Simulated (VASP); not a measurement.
Output of a VASP run:

### OSZICAR
```
       N       E                     dE             d eps       ncg     rms          rms(c)
DAV:   1     0.260011718577E+03    0.26001E+03   -0.17913E+04   256   0.954E+02
DAV:   2     0.813235077241E+00   -0.25920E+03   -0.25359E+03   288   0.264E+02
DAV:   3    -0.123454579006E+02   -0.13159E+02   -0.13076E+02   288   0.605E+01
DAV:   4    -0.125309518414E+02   -0.18549E+00   -0.18532E+00   312   0.651E+00
DAV:   5    -0.125325656128E+02   -0.16138E-02   -0.16136E-02   312   0.639E-01    0.127E+01
DAV:   6    -0.116160195432E+02    0.91655E+00   -0.25876E+00   272   0.131E+01    0.106E+01
DAV:   7    -0.115693428736E+02    0.46677E-01   -0.64913E-01   272   0.345E+00    0.366E+00
DAV:   8    -0.115617835285E+02    0.75593E-02   -0.50300E-02   312   0.180E+00    0.120E+00
DAV:   9    -0.115611338330E+02    0.64970E-03   -0.47367E-03   312   0.507E-01    0.323E-01
DAV:  10    -0.115610106645E+02    0.12317E-03   -0.73676E-04   320   0.207E-01    0.117E-01
DAV:  11    -0.115610537913E+02   -0.43127E-04   -0.32445E-04   272   0.103E-01    0.115E-01
DAV:  12    -0.115610381802E+02    0.15611E-04   -0.49023E-05   304   0.425E-02    0.701E-02
DAV:  13    -0.115610380015E+02    0.17871E-06   -0.37894E-06   240   0.781E-03
   1 F= -.11561038E+02 E0= -.11561038E+02  d E =-.173506E-07
```

File OUTCAR:
```
------------------------ aborting loop because EDIFF is reached ----------------------------------------
  FORCE on cell =-STRESS in cart. coord.  units (eV):
  Direction    XX          YY          ZZ          XY          YZ          ZX
  --------------------------------------------------------------------------------------
  Total        1.9320010      2.0581109     -1.8432594     -0.1991204      0.2430416     -0.1825075
  in kB       15.8221397     16.8549179    -15.0953891     -1.6306987      1.9903917     -1.4946467
  external PRESSURE =       5.8605562 kB  Pullay stress =       0.0000000 kB
  volume of cell :      195.64
      direct lattice vectors                 reciprocal lattice vectors
     4.655440000  0.000000000  0.000000000     0.214802468  0.124016272  0.000000000
    -2.327720000  4.031729000  0.000000000     0.000000000  0.248032544  0.000000000
     0.000000000  0.000000000 10.423190000     0.000000000  0.000000000  0.095939919
 POSITION                                       TOTAL-FORCE (eV/Angst)
 -----------------------------------------------------------------------------------
      0.74345      1.30911     10.38889        -0.213395      0.159970      0.270994
      0.87615      4.00486      3.48609        -0.077175      0.237603     -0.230399
     -1.56125      2.75469      6.94960        -0.140466     -0.157042     -0.147931
      1.10706      1.95034      5.21693         0.154949      0.005311      0.169742
      0.04968      4.03052      8.71255         0.186350     -0.027250     -0.136313
      3.44034      2.07738      1.72710         0.089736     -0.218593      0.073907
 -----------------------------------------------------------------------------------
    total drift:                                0.000122      0.000451     -0.000183
  FREE ENERGIE OF THE ION-ELECTRON SYSTEM (eV)
  ---------------------------------------------------
  free  energy   TOTEN  =       -11.5610380015 eV

  energy  without entropy=      -11.5610379841  energy(sigma->0) =      -11.56103799
```
(Selected blocks of OUTCAR.)

**POSCAR**
```
HgTe
1
    4.6554400000     0.0000000000     0.0000000000
   -2.3277200000     4.0317290000     0.0000000000
    0.0000000000     0.0000000000    10.4231900000
Hg Te
3 3
Direct
  0.3220460000   0.3247030000  -0.0032910000
  0.6848680000  -0.0066640000   0.3344550000
  0.0062670000   0.6832540000   0.6667440000
  0.4796730000   0.4837490000   0.5005120000
  0.5105210000  -0.0003010000   0.8358810000
 -0.0033760000   0.5152590000   0.1656980000
```

Problem. Reconstruct the remaining input files.

Solution. This is not unique; one that fits is the input of the run itself, PBEsol GGA, plane waves, VASP's PBE PAW potentials (set 64).

File KPOINTS:
```
Automatic mesh
0
Gamma
2 2 1
0 0 0
```

INCAR:
```
SYSTEM = HgTe
PREC = Accurate
ENCUT = 300
EDIFF = 1E-6
NELM = 100
ALGO = Normal
LREAL = .FALSE.
LASPH = .TRUE.
ISMEAR = -1
SIGMA = 0.02
GGA = PS
LMAXMIX = 6
LWAVE = .FALSE.
LCHARG = .FALSE.
ISIF = 2
```

POTCAR, in this order: Hg Te (PBE.64 set). Program: vasp_std.

The structure comes from a computed database's HgTe entry; how it stands against other phases isn't given here. The cell was not relaxed at this level, atoms are displaced from their ideal sites. The k-mesh is coarse (spacing up to 0.78 per Å, 2π included), so the numbers may not be converged in it. The run is one of a series of settings (KPOINTS 2×2×1 Γ-centred mesh against the base run), some of them coarse on purpose.
